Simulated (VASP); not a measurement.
# TiSn (Cmmm) in VASP: density of states with PBE

Aim: the density of states of TiSn with PBE.

Program: VASP 6.6.1. These are calculated values, not measurements. Logs are shortened: lines on timing, memory, paths and dates and some standing lists are left out, and cuts for length are marked.

**1. Starting point**

Symmetry: Cmmm, No. 65, orthorhombic system. The conventional cell has a = 4.015 Å, b = 4.813 Å, c = 4.108 Å, α = 90.00°, β = 90.00°, γ = 90.00°. Ti (site symmetry mmm) has 8 Sn at 2.87 to 3.16 Å and 4 Ti at 3.13 Å as nearest neighbours. Sn (site symmetry mmm) has 8 Ti at 2.87 to 3.16 Å and 4 Sn at 3.13 Å as nearest neighbours.

The cell was built by a generator and needn't be a form met in nature.

**2. Density of states, PBE**

The input, POSCAR:

```
TiSn                                    
1.0
    2.0077486552     -2.4065495849      0.0000000000
    2.0077486552      2.4065495849      0.0000000000
    0.0000000000      0.0000000000      4.1080787267
  Ti              Sn            
     1     1
Direct
     0.5000000000000000    0.5000000000000000    0.0000000000000000
     1.0000000000000000    1.0000000000000000    0.5000000000000000
```

The input, INCAR.step1:

```
SYSTEM = TiSn
ALGO     = Normal         ! electronic algorithm
EDIFF    = 1E-6           ! SCF threshold, eV
ENCUT    = 520            ! plane-wave cutoff, eV
GGA      = PE             ! functional
ISIF     = 2              ! what is computed and relaxed
ISMEAR   = 0              ! smearing method
KPAR     = 4            
LASPH    = .TRUE.         ! aspherical terms in the spheres
LCHARG   = .TRUE.         ! write CHGCAR
LMAXMIX  = 4              ! l up to which the mixer works
LREAL    = .FALSE.        ! projectors in reciprocal space
LWAVE    = .FALSE.        ! write WAVECAR
NBANDS   = 20             ! bands
NELM     = 60             ! most SCF steps
PREC     = Accurate       ! precision mode
SIGMA    = 0.1            ! smearing width, eV
```

The input, KPOINTS.step1:

```
k-points
0
G
  14 14 10
  0 0 0
```

The input, INCAR.step2:

```
SYSTEM = TiSn
ALGO     = Normal         ! electronic algorithm
EDIFF    = 1E-6           ! SCF threshold, eV
ENCUT    = 520            ! plane-wave cutoff, eV
GGA      = PE             ! functional
ICHARG   = 11             ! starting density
ISIF     = 2              ! what is computed and relaxed
ISMEAR   = -5             ! smearing method
KPAR     = 4            
LASPH    = .TRUE.         ! aspherical terms in the spheres
LCHARG   = .FALSE.        ! write CHGCAR
LMAXMIX  = 4              ! l up to which the mixer works
LORBIT   = 10             ! projections on sites
LREAL    = .FALSE.        ! projectors in reciprocal space
LWAVE    = .FALSE.        ! write WAVECAR
NBANDS   = 20             ! bands
NEDOS    = 1001           ! points of the DOS
NELM     = 60             ! most SCF steps
PREC     = Accurate       ! precision mode
SIGMA    = 0.1            ! smearing width, eV
```

The input, KPOINTS.step2:

```
k-points
0
G
  21 21 15
  0 0 0
```

Potentials or basis: VASP PAW PBE potentials, release 64 (Ti_sv, Sn_d).

Run with:

```bash
$ cat potpaw_PBE.64/Ti_sv/POTCAR potpaw_PBE.64/Sn_d/POTCAR > POTCAR
$ cp INCAR.step1 INCAR
$ cp KPOINTS.step1 KPOINTS
$ mpirun -np 4 vasp_std > vasp.out
$ cp INCAR.step2 INCAR
$ cp KPOINTS.step2 KPOINTS
$ mpirun -np 4 vasp_std > vasp.out
```

OUTCAR:

```text
SYSTEM = TiSn
   EDIFF = 1E-6
   ENCUT = 520
   GGA = PE
   ICHARG = 11
   ISIF = 2
   ISMEAR = -5
   LASPH = .TRUE.
   LORBIT = 10
   LREAL = .FALSE.
   NELM = 60
   PREC = Accurate

 ion  position               nearest neighbor table
   1  0.500  0.500  0.000-   2 2.87   2 2.87   2 2.87   2 2.87   2 3.16   2 3.16   2 3.16   2 3.16

   2  0.000  0.000  0.500-   1 2.87   1 2.87   1 2.87   1 2.87   1 3.16   1 3.16   1 3.16   1 3.16

  LATTYP: Found a base centered orthorhombic cell.
 ALAT       =     4.0154973104
 B/A-ratio  =     1.1986309037
 C/A-ratio  =     1.0230560275

  Lattice vectors:

 A1 = (   2.0077486552,  -2.4065495849,   0.0000000000)
 A2 = (   2.0077486552,   2.4065495849,   0.0000000000)
 A3 = (   0.0000000000,   0.0000000000,   4.1080787267)

Analysis of symmetry for initial positions (statically):
=====================================================================
 Subroutine PRICEL returns:
 Original cell was already a primitive cell.

 Routine SETGRP: Setting up the symmetry group for a
 base centered orthorhombic supercell.

 Subroutine GETGRP returns: Found  8 space group operations
 (whereof  8 operations were pure point group operations)
 out of a pool of  8 trial point group operations.

The static configuration has the point symmetry D_2h.

Analysis of symmetry for dynamics (positions and initial velocities):
=====================================================================
 Subroutine PRICEL returns:
 Original cell was already a primitive cell.

 Routine SETGRP: Setting up the symmetry group for a
 base centered orthorhombic supercell.

 Subroutine GETGRP returns: Found  8 space group operations
 (whereof  8 operations were pure point group operations)
 out of a pool of  8 trial point group operations.

The dynamic configuration has the point symmetry D_2h.

 Subroutine INISYM returns: Found  8 space group operations
 (whereof  8 operations are pure point group operations),
 and found     1 'primitive' translations

----------------------------------------------------------------------------------------

                                     Primitive cell

  volume of cell :      39.6984

  direct lattice vectors                    reciprocal lattice vectors
     2.007748655 -2.406549585  0.000000000     0.249035156 -0.207766340  0.000000000
     2.007748655  2.406549585  0.000000000     0.249035156  0.207766340  0.000000000
     0.000000000  0.000000000  4.108078727     0.000000000  0.000000000  0.243422794

  length of vectors
     3.134092463  3.134092463  4.108078727     0.324322927  0.324322927  0.243422794

  position of ions in fractional coordinates (direct lattice)
     0.500000000  0.500000000  0.000000000
     0.000000000  0.000000000  0.500000000

  ion indices of the primitive-cell ions
   primitive index   ion index
                 1           1
                 2           2

----------------------------------------------------------------------------------------

 KPOINTS: k-points

Automatic generation of k-mesh.
 Grid dimensions read from file:
 generate k-points for:   21   21   15

 Generating k-lattice:

  Cartesian coordinates                     Fractional coordinates (reciprocal lattice)
     0.011858817 -0.009893635  0.000000000     0.047619048  0.000000000  0.000000000
     0.011858817  0.009893635  0.000000000     0.000000000  0.047619048  0.000000000
     0.000000000  0.000000000  0.016228186     0.000000000  0.000000000  0.066666667

  Length of vectors
     0.015443949  0.015443949  0.016228186

  Shift w.r.t. Gamma in fractional coordinates (k-lattice)
     0.000000000  0.000000000  0.000000000

 TETIRR: Found   9932 inequivalent tetrahedra from    39690

 Subroutine IBZKPT returns following result:
 ===========================================

 Found    968 irreducible k-points:

 Following reciprocal coordinates:
            Coordinates               Weight
  0.000000  0.000000  0.000000      1.000000
  0.047619  0.000000  0.000000      4.000000
  0.095238  0.000000  0.000000      4.000000
  0.142857  0.000000  0.000000      4.000000
  0.190476  0.000000  0.000000      4.000000
  0.238095  0.000000  0.000000      4.000000
[... 16 lines left out ...]
 -0.428571  0.047619  0.000000      4.000000
 -0.380952  0.047619  0.000000      4.000000
 [... further k-points ...]
   k-points           NKPTS =    968   k-points in BZ     NKDIM =    968   number of bands    NBANDS=     20
   number of dos      NEDOS =   1001   number of ions     NIONS =      2
   total plane-waves  NPLWV =  18432
   dimension x,y,z NGX =    24 NGY =   24 NGZ =   32
   dimension x,y,z NGXF=    48 NGYF=   48 NGZF=   64
   ions per type =               1   1
   NGX,Y,Z   is equivalent  to a cutoff of  12.73, 12.73, 12.95 a.u.
   NGXF,Y,Z  is equivalent  to a cutoff of  25.46, 25.46, 25.90 a.u.
 SYSTEM =  TiSn
   PREC   = accura    normal or accurate (medium, high low for compatibility)
   ISTART =      0    job   : 0-new  1-cont  2-samecut
   ICHARG =     11    charge: 1-file 2-atom 10-const
   ISPIN  =      1    spin polarized calculation?
   LNONCOLLINEAR =      F non collinear calculations
   LSORBIT =      F    spin-orbit coupling
   LASPH  =      T    aspherical Exc in radial PAW
   ENCUT  =  520.0 eV  38.22 Ry    6.18 a.u.   5.83  5.83  7.64*2*pi/ulx,y,z
   NELM   =     60;   NELMIN=  2; NELMDL=  0     # of ELM steps
   EDIFF  = 0.1E-05   stopping-criterion for ELM
   LREAL  =      F    real-space projection
   EDIFFG = 0.1E-04   stopping-criterion for IOM
   NSW    =      0    number of steps for IOM
   IBRION =     -1    ionic relax: 0-MD 1-quasi-New 2-CG
   NFREE  =      0    steps in history (QN), initial steepest desc. (CG)
   ISIF   =      2    stress and relaxation
   ISYM   =      2    0-nonsym 1-usesym 2-fastsym
   POTIM  = 0.5000    time-step for ionic-motion
   TEBEG  =    0.0;   TEEND  =   0.0 temperature during run
   PSTRESS=    0.0 pullay stress
   NELECT =      26.0000    total number of electrons
   NUPDOWN=      -1.0000    fix difference up-down
   EMIN   =  10.00;   EMAX   =-10.00  energy-range for DOS
   EFERMI =   0.00;   METHOD = LEGACY
   ISMEAR =    -5;   SIGMA  =   0.10  broadening in eV -4-tet -1-fermi 0-gaus
   EFERMI_NEDOS =   21; number of points for ismear=-14 and -15
   IALGO  =     38    algorithm
   IMIX   =      4    mixing-type and parameters
     AMIX     =   0.40;   BMIX     =  1.00
     AMIX_MAG =   1.60;   BMIX_MAG =  1.00
  volume/ion in A,a.u.               =      19.85       133.95
  Fermi-wavevector in a.u.,A,eV,Ry     =   1.421701  2.686626 27.500560  2.021234
  Thomas-Fermi vector in A             =   2.542483
   LORBIT       =     10    0 simple, 1 ext, 2 COOP (PROOUT), +10 PAW based schemes
   GGA     = PE    functional components
   LHFCALC =     F    Hartree Fock is set to
   AEXX    =    0.0000 exact exchange contribution
   IVDW    =     0    specifies the selected vdW correction
   LEPSILON=     F    determine dielectric tensor
   LRPA    =     F    only Hartree local field effects (RPA)
 non-spin polarized calculation
 Fermi weights with tetrahedron method with Bloechl corrections
  energy-cutoff  :      520.00
  volume of cell :       39.70
 maximum number of plane-waves:      1091

 number of electron      26.0000004 magnetization

 Free energy of the ion-electron system (eV)
  ---------------------------------------------------
  ext. energy  EPLUGINS =         0.00000000
  ---------------------------------------------------
  free energy    TOTEN  =       -12.10332972 eV

  energy without entropy =      -12.10332972  energy(sigma->0) =      -12.10332972

 E-fermi :   9.7133     XC(G=0): -11.3949

 val. band max:        9.7491877357   @ k =  -0.4286   0.2857   0.4667
 cond. band min:       9.6440371049   @ k =   0.4286   0.2381   0.4000
 fundamental gap:     -0.1051506308
 Fermi energy:         9.7132873237

 k-point     1 :       0.0000    0.0000    0.0000
  band No.  band energies     occupation
      1     -47.3920      2.00000
      2     -23.7876      2.00000
      3     -23.5469      2.00000
      4     -23.4775      2.00000
      5     -11.7926      2.00000
      6     -11.6201      2.00000
[... 12 lines left out ...]
     19      14.8985      0.00000
     20      19.6036      0.00000

 k-point     2 :       0.0476    0.0000    0.0000
  band No.  band energies     occupation
      1     -47.3917      2.00000
      2     -23.7872      2.00000
      3     -23.5487      2.00000
      4     -23.4796      2.00000
      5     -11.7885      2.00000
      6     -11.6183      2.00000
[... 12 lines left out ...]
     19      14.8885      0.00000
     20      19.7614      0.00000

 k-point     3 :       0.0952    0.0000    0.0000
  band No.  band energies     occupation
      1     -47.3906      2.00000
      2     -23.7861      2.00000
      3     -23.5547      2.00000
      4     -23.4849      2.00000
      5     -11.7770      2.00000
      6     -11.6126      2.00000
[... 12 lines left out ...]
     19      14.9335      0.00000
     20      19.9609      0.00000

 k-point     4 :       0.1429    0.0000    0.0000
  band No.  band energies     occupation
      1     -47.3889      2.00000
      2     -23.7844      2.00000
      3     -23.5662      2.00000
      4     -23.4910      2.00000
      5     -11.7608      2.00000
      6     -11.6022      2.00000
[... 429 lines left out ...]
 k-point    23 :      -0.4286    0.0476    0.0000
  band No.  band energies     occupation
      1     -47.3756      2.00000
      2     -23.7705      2.00000
      3     -23.6875      2.00000
      4     -23.5029      2.00000
      5     -11.7064      2.00000
      6     -11.5849      2.00000
[... 12 lines left out ...]
     19      16.8881      0.00000
     20      17.0599      0.00000

 k-point    24 :      -0.3810    0.0476    0.0000
  band No.  band energies     occupation
      1     -47.3770      2.00000
      2     -23.7719      2.00000
      3     -23.6726      2.00000
      4     -23.5031      2.00000
      5     -11.7066      2.00000
      6     -11.5771      2.00000
[... 12 lines left out ...]
     19      17.1919      0.00000
     20      17.7098      0.00000

 [... further k-points ...]
[... 5 lines left out ...]
  --------------------------------------------------------------------------------------
  -------------------------------------------------------------------------------------
  Total       -0.0124315      0.0443644      0.0040502     -0.0000000      0.0000000      0.0000000
  in kB       -0.5017198      1.7904927      0.1634613     -0.0000000      0.0000000      0.0000000
  external PRESSURE =       0.4840781 kB  Pullay stress =       0.0000000 kB

 VOLUME and BASIS-vectors are now :
 -----------------------------------------------------------------------------
  energy-cutoff  :      520.00
  volume of cell :       39.70
      direct lattice vectors                 reciprocal lattice vectors
     2.007748655 -2.406549585  0.000000000     0.249035156 -0.207766340  0.000000000
     2.007748655  2.406549585  0.000000000     0.249035156  0.207766340  0.000000000
     0.000000000  0.000000000  4.108078727     0.000000000  0.000000000  0.243422794

 POSITION                                       TOTAL-FORCE (eV/Angst)
 -----------------------------------------------------------------------------------
      2.00775      0.00000      0.00000         0.000000     -0.000000      0.000000
      0.00000      0.00000      2.05404         0.000000      0.000000      0.000000
 -----------------------------------------------------------------------------------
    total drift:                               -0.000000     -0.000000     -0.000000

  FREE ENERGIE OF THE ION-ELECTRON SYSTEM (eV)
  ---------------------------------------------------
  free  energy   TOTEN  =       -12.1033297218 eV

  energy  without entropy=      -12.1033297218  energy(sigma->0) =      -12.10332972

 total charge

# of ion       s       p       d       tot
------------------------------------------
    1        2.160   6.080   1.941  10.181
    2        1.157   1.276  10.009  12.442
--------------------------------------------------
tot          3.318   7.355  11.950  22.623
```

Run time: 68 s. Hardware: 4 MPI ranks of Intel Xeon 6975P-C (Granite Rapids), shared host; peak memory 0.79 GiB.

Results:

| Item | Value |
| --- | --- |
| Valence electrons inside the program's atomic spheres | Ti 10.18; Sn 12.44 |

States per cell in windows of 0.5 eV (zero at the Fermi level; states under -8 eV left out):
```csv
from (eV),total,Ti1_d,Sn2_p,Sn2_s,Sn2_d,Ti1_p,Ti1_s
-8.0,0.29,0.01,0.01,0.15,0.00,0.01,0.00
-7.5,0.27,0.01,0.01,0.14,0.00,0.00,0.00
-7.0,0.18,0.01,0.01,0.09,0.00,0.00,0.00
-6.5,0.11,0.01,0.01,0.06,0.00,0.00,0.00
-6.0,0.11,0.01,0.01,0.05,0.00,0.00,0.00
-5.5,0.16,0.01,0.03,0.02,0.00,0.00,0.01
-5.0,0.18,0.01,0.05,0.01,0.00,0.00,0.01
-4.5,0.32,0.02,0.10,0.01,0.00,0.01,0.02
-4.0,0.46,0.04,0.14,0.02,0.01,0.01,0.02
-3.5,0.51,0.06,0.14,0.02,0.01,0.02,0.02
-3.0,0.63,0.11,0.17,0.01,0.01,0.03,0.01
-2.5,0.73,0.18,0.19,0.01,0.01,0.02,0.01
-2.0,0.58,0.18,0.14,0.01,0.01,0.01,0.00
-1.5,0.45,0.16,0.08,0.02,0.01,0.01,0.01
-1.0,1.33,0.73,0.10,0.02,0.03,0.02,0.01
-0.5,0.75,0.41,0.05,0.01,0.02,0.01,0.01
0.0,0.90,0.56,0.04,0.01,0.03,0.01,0.01
0.5,1.14,0.81,0.04,0.01,0.03,0.01,0.01
1.0,2.37,1.82,0.06,0.02,0.03,0.02,0.02
1.5,1.10,0.80,0.04,0.03,0.02,0.02,0.01
2.0,0.98,0.64,0.07,0.07,0.01,0.01,0.01
2.5,1.13,0.73,0.10,0.07,0.02,0.02,0.02
3.0,0.34,0.16,0.06,0.03,0.01,0.01,0.01
3.5,0.49,0.21,0.10,0.02,0.02,0.02,0.01
4.0,0.66,0.26,0.12,0.02,0.03,0.02,0.04
4.5,0.61,0.19,0.13,0.02,0.04,0.02,0.04
5.0,0.59,0.14,0.12,0.02,0.04,0.03,0.04
5.5,0.67,0.15,0.14,0.02,0.05,0.04,0.04
6.0,0.65,0.12,0.15,0.01,0.05,0.04,0.03
6.5,0.55,0.09,0.14,0.01,0.04,0.04,0.02
7.0,0.48,0.09,0.11,0.01,0.04,0.03,0.02
7.5,0.30,0.05,0.05,0.00,0.03,0.02,0.02
```

Caveat: tetrahedron occupations give inexact forces and stress in metals.
